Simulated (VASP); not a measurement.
Consider the following.

```xyz
2
Lattice="0.0000 2.8117 2.8117 2.8117 0.0000 2.8117 2.8117 2.8117 0.0000" Properties=species:S:1:pos:R:3 pbc="T T T"
As     0.0000     0.0000     0.0000
Sb     2.8117     2.8117     2.8117
```

Calculation: PBE GGA, VASP's PBE PAW potentials (set 64) (plane waves; VASP). Run with 400 eV cut-off, 7×7×7 Γ-centred mesh, Gaussian smearing of 0.050 eV, potentials As Sb.

Task: Give the stress tensor in GPa (positive for a compressed cell).

Result: 
```
9.91  0.00  0.00
0.00  9.91  0.00
0.00  0.00  9.91
```
The pressure is its mean diagonal, 9.91 GPa.

The structure was generated: SbAs was put into the rocksalt type (Fm-3m), which need not be its known phase. The cell was not relaxed at this level.
